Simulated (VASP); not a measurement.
**Mg2Au: single point with LDA**

Mg2Au:

```
Mg Au
1.0
     5.91740    0.00000    0.00000
     0.00000    4.38472    0.00000
     0.00000    0.00000    8.37369
Mg Au
8 4
Direct
  0.82634 0.25000 0.05926
  0.67366 0.75000 0.55926
  0.32634 0.25000 0.44074
  0.17366 0.75000 0.94074
  0.45532 0.25000 0.79994
  0.04468 0.75000 0.29994
  0.95532 0.25000 0.70006
  0.54468 0.75000 0.20006
  0.27626 0.25000 0.11964
  0.22374 0.75000 0.61964
  0.77626 0.25000 0.38036
  0.72374 0.75000 0.88036
```

```yaml
Program: VASP 6.6.1
Task: single point
Functional: LDA
Potentials_or_basis: VASP PAW LDA potentials, release 64 (Mg, Au)
Cutoff: 520 eV
k_mesh: 4 × 6 × 3
Occupations: fermi-dirac, width 0.1 eV
Spin: no spin polarisation
```

The pressure is -0.5 GPa and the largest force is 0.010 eV/Å. The band gap on the k mesh is none (metal or under the smearing width).

Forces in eV/Å, atoms in the order of the input:
```
Mg  -0.004  0.000  0.000
Mg   0.004  0.000  0.000
Mg  -0.004  0.000  0.000
Mg   0.004  0.000  0.000
Mg   0.000  0.000 -0.010
Mg   0.000  0.000 -0.010
Mg   0.000  0.000  0.010
Mg   0.000  0.000  0.010
Au   0.000  0.000 -0.003
Au   0.000  0.000 -0.003
Au   0.000  0.000  0.003
Au   0.000  0.000  0.003
```

Stress tensor (GPa, compression positive):
```
-0.48  0.00  0.00
 0.00 -0.40  0.00
 0.00  0.00 -0.48
```

Levels at points of the mesh, in eV from the Fermi level:
```
           k point  band 27  band 28  band 29  band 30  band 31  band 32  band 33  band 34
(0.00, 0.00, 0.00)    -1.48    -0.59    -0.33    -0.08     0.47     2.10     2.13     2.43
(0.50, 0.00, 0.00)     0.89     0.89     1.73     1.73     1.82     1.82     2.27     2.27
(0.00, 0.50, 0.00)    -1.74    -1.74    -0.73    -0.73     0.44     0.44     0.50     0.50
(0.50, 0.50, 0.00)    -2.75    -2.75    -1.53    -1.53    -1.53    -1.53     3.66     3.66
```

Run time: 3.8 min on 1 thread of Intel(R) Xeon(R) Platinum 8375C CPU @ 2.90GHz (Ice Lake) (shared host), peak memory 0.36 GiB.

Spin-orbit coupling is left out, which matters for the levels of Au.
